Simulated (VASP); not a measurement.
```yaml
crystal:
  lattice:
    - [4.00938, 0.00000, 0.00000]
    - [-2.00469, 3.47222, 0.00000]
    - [0.00000, 0.00000, 6.58662]
  atoms:
    - { symbol: Al, position: [0.33333, 0.66667, 0.00019] }
    - { symbol: Al, position: [0.66667, 0.33333, 0.50019] }
    - { symbol: As, position: [0.33333, 0.66667, 0.37481] }
    - { symbol: As, position: [0.66667, 0.33333, 0.87481] }
```

All values below come from PBEsol GGA, VASP's PBE PAW potentials (set 64) (plane waves; VASP). Run with 400 eV cut-off, Gaussian smearing of 0.050 eV, potentials Al As.

Question: What does the run give for the band gap (along the path) with the smallest direct gap where there is one?

Answer: 
* **band gap (along the path)**: 1.62 eV
* **smallest direct gap (along the path)**: 1.70 eV

The absolute energy has meaning only against runs of the same code, potentials and settings.

The structure was generated: AlAs was put into the wurtzite type (P6_3mc), which need not be its known phase. It was relaxed first, which changed the volume by +8 %.
